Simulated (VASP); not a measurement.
Runs of VASP 6.6.1 on Ta. It takes space group Im-3m (No. 229, cubic). Conventional cell: a = 3.303 Å, b = 3.303 Å, c = 3.303 Å, α = 90.00°, β = 90.00°, γ = 90.00°. Ta (site symmetry m-3m) is surrounded by 8 Ta at 2.86 Å. 

```csv
level,potentials or basis,gap on the mesh (eV),pressure (GPa),relaxed volume (Å³/atom)
LDA,"VASP PAW LDA potentials, release 64 (Ta_pv)",none,0.0,17.30
r2SCAN,"VASP PAW PBE potentials, release 64 (Ta_pv)",none,0.0,18.10
PBEsol,"VASP PAW PBE potentials, release 64 (Ta_pv)",none,0.0,(a)
PBE,"VASP PAW PBE potentials, release 64 (Ta_pv)",none,0.0,18.30
```

Alike in all rows: task relaxation of cell and atoms; no spin polarisation; cell relaxed; k mesh 23 × 23 × 23; cutoff (eV) 600; smearing fermi-dirac 0.05 eV.

Estimate the missing entries.

(a) 17.69.

Caveats: the PAW data sets were made with another functional, which shifts forces and pressure a little (some runs).

A k mesh can miss the band edges, and the runs leave out spin-orbit coupling on Ta.

A gap of «none» marks a metal or a gap under the smearing width.

Not every run made on this cell is shown here.
